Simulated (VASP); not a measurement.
# XPS shifts in Ta3Re7, part 4 of 5

Aim: how the core levels of Ta3Re7 differ from atom to atom, with and without the screening of the hole.

VASP 6.6.1, plane waves and PAW; the level of theory is named at each step.

So far. Step 2 (Relaxation): The forces on the free atoms are under 0.05 eV/Å, while the fixed ones keep up to 0.096 eV/Å.

### 4. Core hole, atom Re7

This step: final-state core hole with the electron kept at the Fermi level, PBEsol; plane waves and PAW (Re, Ta_pv, Re) (VASP 6.6.1).

System of this step: Ta3Re7. The cell holds 20 atoms: 14 Re and 6 Ta. Cell: a = 5.540 Å, b = 5.540 Å, c = 22.960 Å, α = 90.0°, β = 90.0°, γ = 60.0°. It derives from Re. Ta replaces host atoms (three quarters in the top layer, both faces). Vacuum lies along c.

A core electron of Re7 (4f) is moved to the Fermi level; this atom comes first in POSCAR as a species of its own.

Input file INCAR:

```
SYSTEM = Ta3Re7
PREC = Normal
ENCUT = 330
EDIFF = 1E-05
NELM = 120
ISMEAR = 0
SIGMA = 0.1
LREAL = Auto
ALGO = Fast
GGA = PS
NBANDS = 102
LASPH = .TRUE.
LWAVE = .FALSE.
LCHARG = .FALSE.
KPAR = 2
NCORE = 4
ICORELEVEL = 2
CLNT = 1
CLN = 4
CLL = 3
CLZ = 1
ISIF = 0
```

Input file POSCAR:

```
Ta3Re7
1.0
    5.5400000000      0.0000000000      0.0000000000
    2.7700000000      4.7977807370      0.0000000000
    0.0000000000      0.0000000000     22.9600000000
Re Ta Re
1 6 13
Direct
    0.5000000000      0.5000000000      0.6925717406
    0.9997636004      0.9997636004      0.6987691955
    0.5004727992      0.9997636004      0.6987691955
    0.9997636004      0.5004727992      0.6987691955
    0.9997636004      0.9997636004      0.3012308045
    0.5004727992      0.9997636004      0.3012308045
    0.9997636004      0.5004727992      0.3012308045
    0.8349363453      0.3325318269      0.5941365384
    0.3325318269      0.3325318269      0.5941365384
    0.8333333330      0.8333333330      0.5956696891
    0.3325318269      0.8349363453      0.5941365384
    0.0000000000      0.0000000000      0.5000000000
    0.5000000000      0.0000000000      0.5000000000
    0.0000000000      0.5000000000      0.5000000000
    0.5000000000      0.5000000000      0.5000000000
    0.8349363453      0.3325318269      0.4058634616
    0.3325318269      0.3325318269      0.4058634616
    0.8333333330      0.8333333330      0.4043303109
    0.3325318269      0.8349363453      0.4058634616
    0.5000000000      0.5000000000      0.3074282594
```

Input file KPOINTS:

```
Automatic mesh
0
Gamma
4 4 1
0 0 0
```

PAW data sets: Re, Ta_pv and Re (PBE family, release 64).

Command:

```
$ mpirun -np 8 vasp_std
```

What it wrote:

```text
[banner, memory and clock lines left out]
running    8 mpi-ranks, on    1 nodes
 distrk:  each k-point on    4 cores,    2 groups
 distr:  one band on    4 cores,    1 groups

 POSCAR found type information on POSCAR ReTaRe
 POSCAR found :  3 types and      20 ions
 [... a notice as in an earlier step ...]

 LDA part: xc-table for (Slater+PW92), standard interpolation
 POSCAR, INCAR and KPOINTS ok, starting setup
 FFT: planning ... GRIDC
 FFT: planning ... GRID_SOFT
 FFT: planning ... GRID
 WAVECAR not read
 entering main loop
       N       E                     dE             d eps       ncg     rms          rms(c)
DAV:   1     0.190307325480E+04    0.19031E+04   -0.54855E+04  1336   0.134E+03
DAV:   2    -0.751930482513E+01   -0.19106E+04   -0.17724E+04  1480   0.150E+03
DAV:   3    -0.273019014306E+03   -0.26550E+03   -0.24944E+03  1632   0.498E+02
DAV:   4    -0.315482055750E+03   -0.42463E+02   -0.38538E+02  1632   0.199E+02
DAV:   5    -0.324910466563E+03   -0.94284E+01   -0.87348E+01  1632   0.794E+01    0.173E+02
RMM:   6    -0.358681692093E+03   -0.33771E+02   -0.25448E+01   913   0.797E+01    0.690E+01
RMM:   7    -0.636828279190E+03   -0.27815E+03   -0.41780E+02  1497   0.193E+02    0.273E+02
RMM:   8    -0.614273524898E+03    0.22555E+02   -0.31695E+02  1555   0.807E+01    0.186E+02
RMM:   9    -0.507291075842E+03    0.10698E+03   -0.11283E+02  1424   0.690E+01    0.116E+02
RMM:  10    -0.327256631345E+03    0.18003E+03   -0.20564E+01  1135   0.616E+01    0.318E+01
RMM:  11    -0.311293046465E+03    0.15964E+02   -0.67248E+01  1510   0.270E+01    0.296E+01
RMM:  12    -0.308302160237E+03    0.29909E+01   -0.16443E+01  1547   0.138E+01    0.381E+01
RMM:  13    -0.310486371860E+03   -0.21842E+01   -0.69328E+00  1556   0.784E+00    0.384E+01
RMM:  14    -0.323524649668E+03   -0.13038E+02   -0.46972E+00  1507   0.877E+00    0.381E+01
RMM:  15    -0.316615515976E+03    0.69091E+01   -0.10528E+01  1540   0.124E+01    0.391E+01
RMM:  16    -0.312317465820E+03    0.42981E+01   -0.10771E+01  1518   0.708E+00    0.379E+01
RMM:  17    -0.311381207504E+03    0.93626E+00   -0.63651E+00  1534   0.545E+00    0.326E+01
RMM:  18    -0.308230932494E+03    0.31503E+01   -0.24934E+00  1431   0.628E+00    0.265E+01
RMM:  19    -0.307448605839E+03    0.78233E+00   -0.35884E+00  1505   0.445E+00    0.240E+01
RMM:  20    -0.306527477912E+03    0.92113E+00   -0.24660E+00  1505   0.437E+00    0.187E+01
RMM:  21    -0.304987189154E+03    0.15403E+01   -0.14805E+00  1461   0.348E+00    0.168E+01
RMM:  22    -0.303884583577E+03    0.11026E+01   -0.11183E+00  1461   0.383E+00    0.158E+01
RMM:  23    -0.304646187421E+03   -0.76160E+00   -0.12291E+00  1492   0.284E+00    0.122E+01
RMM:  24    -0.303988605083E+03    0.65758E+00   -0.60736E-01  1505   0.186E+00    0.116E+01
RMM:  25    -0.303215957059E+03    0.77265E+00   -0.80807E-01  1520   0.316E+00    0.862E+00
RMM:  26    -0.303040016152E+03    0.17594E+00   -0.50670E-01  1523   0.158E+00    0.806E+00
RMM:  27    -0.303010532332E+03    0.29484E-01   -0.29893E-01  1542   0.105E+00    0.643E+00
RMM:  28    -0.303066983493E+03   -0.56451E-01   -0.13015E-01  1436   0.937E-01    0.551E+00
RMM:  29    -0.303009248896E+03    0.57735E-01   -0.19268E-01  1491   0.101E+00    0.327E+00
RMM:  30    -0.302988290930E+03    0.20958E-01   -0.12941E-01  1528   0.764E-01    0.189E+00
[...]
RMM:  42    -0.302979266651E+03   -0.16409E-03   -0.18312E-03   969   0.112E-01    0.800E-02
RMM:  43    -0.302979405133E+03   -0.13848E-03   -0.13552E-03   982   0.967E-02    0.738E-02
RMM:  44    -0.302979490212E+03   -0.85079E-04   -0.87808E-04   928   0.979E-02    0.758E-02
RMM:  45    -0.302979562316E+03   -0.72104E-04   -0.67869E-04   903   0.112E-01    0.821E-02
RMM:  46    -0.302979604666E+03   -0.42350E-04   -0.42976E-04   811   0.109E-01    0.715E-02
RMM:  47    -0.302979659346E+03   -0.54680E-04   -0.35605E-04   812   0.124E-01    0.619E-02
RMM:  48    -0.302979697873E+03   -0.38527E-04   -0.24900E-04   832   0.134E-01    0.523E-02
RMM:  49    -0.302979729257E+03   -0.31384E-04   -0.21576E-04   856   0.148E-01    0.447E-02
RMM:  50    -0.302979744760E+03   -0.15502E-04   -0.13774E-04   845   0.141E-01    0.312E-02
RMM:  51    -0.302979751896E+03   -0.71366E-05   -0.11997E-04   772   0.125E-01    0.222E-02
RMM:  52    -0.302979768482E+03   -0.16586E-04   -0.94677E-05   787   0.119E-01    0.256E-02
RMM:  53    -0.302979773747E+03   -0.52651E-05   -0.69184E-05   772   0.119E-01
   1 F= -.30297977E+03 E0= -.30290709E+03  d E =-.145359E+00
```

Run time: 1.7 min. Hardware: 8 MPI ranks of Intel Xeon Platinum 8259CL at 2.50GHz (Skylake/Cascade Lake), shared host; peak memory 1.5 GiB.

From OUTCAR (step 4):

```text
 Subroutine GETGRP returns: Found  6 space group operations
 (whereof  2 operations were pure point group operations)

The static configuration has the point symmetry C_1h.
 The point group associated with its full space group is C_3v.

 Found      4 irreducible k-points:

   NELECT =     165.0000    total number of electrons

 the core state eigenenergies are
   1-  1s -71656.9360  2s -12440.4572  2p -10856.6961  3s  -2896.8736  3p  -2430.0492
       3d  -1902.0064  4s   -613.9790  4p   -459.8582  4d   -266.9561  4f    -52.1517
       5s    -83.5880  5p    -43.6538
   2-  1s -67336.3438  2s -11562.0736  2p -10129.2530  3s  -2643.6014  3p  -2217.6439
       3d  -1721.3764  4s   -533.6599  4p   -393.9771  4d   -215.3668  4f    -18.0028
       5s    -66.2022
   3-  1s -67336.3438  2s -11562.0736  2p -10129.2530  3s  -2643.6014  3p  -2217.6439
       3d  -1721.3764  4s   -533.6599  4p   -393.9771  4d   -215.3668  4f    -18.0028
       5s    -66.2022
   4-  1s -67336.3438  2s -11562.0736  2p -10129.2530  3s  -2643.6014  3p  -2217.6439
       3d  -1721.3764  4s   -533.6599  4p   -393.9771  4d   -215.3668  4f    -18.0028
       5s    -66.2022
   5-  1s -67336.2223  2s -11561.9519  2p -10129.1311  3s  -2643.4843  3p  -2217.5268
       3d  -1721.2586  4s   -533.5499  4p   -393.8678  4d   -215.2583  4f    -17.8982
       5s    -66.1125
   6-  1s -67336.2223  2s -11561.9519  2p -10129.1311  3s  -2643.4843  3p  -2217.5268
       3d  -1721.2586  4s   -533.5499  4p   -393.8678  4d   -215.2583  4f    -17.8982
       5s    -66.1125
   7-  1s -67336.2223  2s -11561.9519  2p -10129.1311  3s  -2643.4843  3p  -2217.5268
       3d  -1721.2586  4s   -533.5499  4p   -393.8678  4d   -215.2583  4f    -17.8982
       5s    -66.1125
   8-  1s -71628.8780  2s -12412.1360  2p -10828.4301  3s  -2868.8508  3p  -2402.0919
       3d  -1873.8399  4s   -593.6330  4p   -440.5796  4d   -248.7731  4f    -35.8762
       5s    -78.6082  5p    -40.4239
   9-  1s -71628.8780  2s -12412.1360  2p -10828.4301  3s  -2868.8508  3p  -2402.0919
       3d  -1873.8399  4s   -593.6330  4p   -440.5796  4d   -248.7731  4f    -35.8762
       5s    -78.6082  5p    -40.4239
  10-  1s -71628.8070  2s -12412.0672  2p -10828.3611  3s  -2868.7823  3p  -2402.0234
       3d  -1873.7714  4s   -593.5650  4p   -440.5116  4d   -248.7053  4f    -35.8085
       5s    -78.5412  5p    -40.3561
  11-  1s -71628.8780  2s -12412.1360  2p -10828.4301  3s  -2868.8508  3p  -2402.0919
       3d  -1873.8399  4s   -593.6330  4p   -440.5796  4d   -248.7731  4f    -35.8762
       5s    -78.6082  5p    -40.4239
  12-  1s -71628.5483  2s -12411.8159  2p -10828.1088  3s  -2868.5471  3p  -2401.7882
       3d  -1873.5340  4s   -593.3538  4p   -440.3030  4d   -248.4994  4f    -35.6114
       5s    -78.3945  5p    -40.2416
  13-  1s -71628.5483  2s -12411.8159  2p -10828.1088  3s  -2868.5471  3p  -2401.7882
       3d  -1873.5340  4s   -593.3538  4p   -440.3030  4d   -248.4994  4f    -35.6114
       5s    -78.3945  5p    -40.2416
[...]
3d  -1873.5097  4s   -593.3002  4p   -440.2460  4d   -248.4376  4f    -35.5383
       5s    -78.2630  5p    -40.0884

 E-fermi :   1.2127

 k-point     1 :       0.0000    0.0000    0.0000
  band No.  band energies     occupation
    ...
     75       1.1347      1.72969
     76       1.1974      1.17099
     77       1.1974      1.17099
     78       1.2386      0.71365
     79       1.2538      0.56029
     80       1.4635      0.00039
     81       1.4635      0.00039
     82       1.4951      0.00007
     83       1.4951      0.00007
     84       1.7812      0.00000
    ...

 k-point     2 :       0.2500    0.0000    0.0000
  band No.  band energies     occupation
    ...
     78       0.9882      1.99850
     79       1.0045      1.99676
     80       1.1581      1.55986
     81       1.2382      0.71783
     82       1.2454      0.64278
     83       1.3108      0.16525
     84       1.7254      0.00000
     85       1.7601      0.00000
     86       1.9151      0.00000
     87       1.9420      0.00000
    ...

 POSITION                                       TOTAL-FORCE (eV/Angst)
 -----------------------------------------------------------------------------------
      4.15500      2.39889     15.90145         0.000000      0.000000     -0.474262
      8.30804      4.79665     16.04374        -0.059165     -0.034159     -0.221216
      5.54196      4.79665     16.04374         0.059165     -0.034159     -0.221216
      6.92500      2.40116     16.04374         0.000000      0.068318     -0.221216
      8.30804      4.79665      6.91626        -0.005992     -0.003460     -0.013866
      5.54196      4.79665      6.91626         0.005992     -0.003460     -0.013866
      6.92500      2.40116      6.91626         0.000000      0.006920     -0.013866
      5.54666      1.59541     13.64137        -0.068131      0.039336      0.402701
      2.76334      1.59541     13.64137         0.068131      0.039336      0.402701
      6.92500      3.99815     13.67658         0.000000      0.000000      0.203103
      4.15500      4.00584     13.64137         0.000000     -0.078671      0.402701
      0.00000      0.00000     11.48000        -0.046429     -0.026806     -0.012281
      2.77000      0.00000     11.48000         0.046429     -0.026806     -0.012281
      1.38500      2.39889     11.48000         0.000000      0.053611     -0.012281
      4.15500      2.39889     11.48000         0.000000      0.000000     -0.178087
      5.54666      1.59541      9.31863        -0.004148      0.002395      0.022111
      2.76334      1.59541      9.31863         0.004148      0.002395      0.022111
      6.92500      3.99815      9.28342         0.000000      0.000000     -0.005661
      4.15500      4.00584      9.31863         0.000000     -0.004789      0.022111
      4.15500      2.39889      7.05855         0.000000      0.000000     -0.077439
 -----------------------------------------------------------------------------------
    total drift:                                0.000001      0.000001      0.014418

  FREE ENERGIE OF THE ION-ELECTRON SYSTEM (eV)
  ---------------------------------------------------
  free  energy   TOTEN  =      -302.9797737470 eV

  energy  without entropy=     -302.8344146553  energy(sigma->0) =     -302.90709420

[... 6 parts as in an earlier step ...]

[... 3 further parts left out ...]
```

This run has no spin polarisation. The data set Re keeps the semicore shell frozen, which is cheaper and a little less accurate.

This step gave:

```yaml
free_energy_toten: -302.9798 eV
energy_at_zero_smearing: -302.9071 eV
fermi_energy: 1.213 eV
```

This is the reference for holes on Re.

### 5. Core hole, one more run

This run repeats the step with a slip in the input.

INCAR, as its differences from that of step 4:

```diff
@@ -4,3 +4,3 @@
 EDIFF = 1E-05
-NELM = 120
+NELM = 5
 ISMEAR = 0
```

POSCAR is that of step 4.

KPOINTS is that of step 4.

Command:

```
$ mpirun -np 8 vasp_std
```

What it wrote:

```text
[... set-up lines as in an earlier step ...]
 entering main loop
       N       E                     dE             d eps       ncg     rms          rms(c)
[... 4 cycles as in an earlier step ...]
DAV:   5    -0.324910466563E+03   -0.94284E+01   -0.87348E+01  1632   0.794E+01
 -----------------------------------------------------------------------------
|                                                                             |
|           W    W    AA    RRRRR   N    N  II  N    N   GGGG   !!!           |
|           W    W   A  A   R    R  NN   N  II  NN   N  G    G  !!!           |
|           W    W  A    A  R    R  N N  N  II  N N  N  G       !!!           |
|           W WW W  AAAAAA  RRRRR   N  N N  II  N  N N  G  GGG   !            |
|           WW  WW  A    A  R   R   N   NN  II  N   NN  G    G                |
|           W    W  A    A  R    R  N    N  II  N    N   GGGG   !!!           |
|                                                                             |
|     The electronic self-consistency was not achieved in the given           |
|     number of steps (NELM). The forces and other quantities evaluated       |
|     might not be reliable so examine the results carefully. If you find     |
|     spurious results, we suggest increasing NELM, if you were close to      |
|     convergence or switching to a different ALGO or adjusting the           |
|     density mixing parameters otherwise.                                    |
|                                                                             |
 -----------------------------------------------------------------------------

   1 F= -.32491047E+03 E0= -.32486910E+03  d E =-.827381E-01
```

The job ended after 13 s (8 MPI ranks; peak memory 1.4 GiB).

OUTCAR, selected parts (step 5):

```text
 the core state eigenenergies are
   1-  1s -71669.2149  2s -12452.3744  2p -10868.6633  3s  -2907.9919  3p  -2441.1642
       3d  -1913.2320  4s   -623.8984  4p   -469.6526  4d   -276.6125  4f    -61.4221
       5s    -90.7120  5p    -49.9362
   2-  1s -67335.5521  2s -11561.1411  2p -10128.3278  3s  -2642.6839  3p  -2216.7270
       3d  -1720.4485  4s   -532.7610  4p   -393.0782  4d   -214.4635  4f    -17.0999
       5s    -65.3281
   3-  1s -67335.5521  2s -11561.1411  2p -10128.3278  3s  -2642.6839  3p  -2216.7270
       3d  -1720.4485  4s   -532.7610  4p   -393.0782  4d   -214.4635  4f    -17.0999
       5s    -65.3281
   4-  1s -67335.5521  2s -11561.1411  2p -10128.3278  3s  -2642.6839  3p  -2216.7270
       3d  -1720.4485  4s   -532.7610  4p   -393.0782  4d   -214.4635  4f    -17.0999
       5s    -65.3281
   5-  1s -67335.5154  2s -11561.1044  2p -10128.2911  3s  -2642.6473  3p  -2216.6904
       3d  -1720.4119  4s   -532.7243  4p   -393.0416  4d   -214.4269  4f    -17.0632
       5s    -65.2914
[...]
3d  -1872.2154  4s   -592.1454  4p   -439.1017  4d   -247.3002  4f    -34.4329
       5s    -77.3591  5p    -39.2758

 k-point     1 :       0.0000    0.0000    0.0000
  band No.  band energies     occupation
    ...
     76       0.7713      1.95968
     77       0.8042      1.88701
     78       0.8304      1.77512
     79       0.8854      1.33683
     80       0.9541      0.59267
     81       1.0771      0.02295
     82       1.2536      0.00000
     83       1.3570      0.00000
     84       1.3679      0.00000
     85       1.4648      0.00000
    ...

 POSITION                                       TOTAL-FORCE (eV/Angst)
 -----------------------------------------------------------------------------------
      4.15500      2.39889     15.90145        -0.000000      0.000000     -1.929786
      8.30804      4.79665     16.04374         0.094253      0.054417      0.321546
      5.54196      4.79665     16.04374        -0.094253      0.054417      0.321546
      6.92500      2.40116     16.04374        -0.000000     -0.108834      0.321546
      8.30804      4.79665      6.91626        -0.168987     -0.097565     -0.795198
      5.54196      4.79665      6.91626         0.168987     -0.097565     -0.795198
      6.92500      2.40116      6.91626        -0.000000      0.195129     -0.795198
      5.54666      1.59541     13.64137        -0.921846      0.532228      1.278719
      2.76334      1.59541     13.64137         0.921846      0.532228      1.278719
      6.92500      3.99815     13.67658        -0.000000      0.000000      0.943319
      4.15500      4.00584     13.64137        -0.000000     -1.064456      1.278719
      0.00000      0.00000     11.48000        -0.058755     -0.033922      0.314077
      2.77000      0.00000     11.48000         0.058755     -0.033922      0.314077
      1.38500      2.39889     11.48000        -0.000000      0.067844      0.314077
[...]
-----------------------------------------------------------------------------------
    total drift:                               -0.000005     -0.000003     -0.172171

  FREE ENERGIE OF THE ION-ELECTRON SYSTEM (eV)
  ---------------------------------------------------
  free  energy   TOTEN  =      -324.9104665630 eV

  energy  without entropy=     -324.8277284219  energy(sigma->0) =     -324.86909749

[... 9 parts as in an earlier step ...]

[... 6 further parts left out ...]
[key lines of the parts left out:]
E-fermi :   0.9162
```

The electronic loop ended without reaching EDIFF, so its numbers are not used.

The fault in the input: too few electronic steps (NELM = "5"). Raise NELM, or leave it at its default of 60.

(Part 4 of 5 ends here.)

[Lines on the potential files, build, host, timing and source positions are cut from VASP's logs without a mark.]

[Logs are printed without paths, hosts, clocks, repeated set-up lines and the standing remarks that a program may print on its own settings, such as how far it seeks lower states.]

[Hosts, paths, dates, database ids (printed as entryN), source tags and the programs' standing remarks are cut or masked in the printed files.]
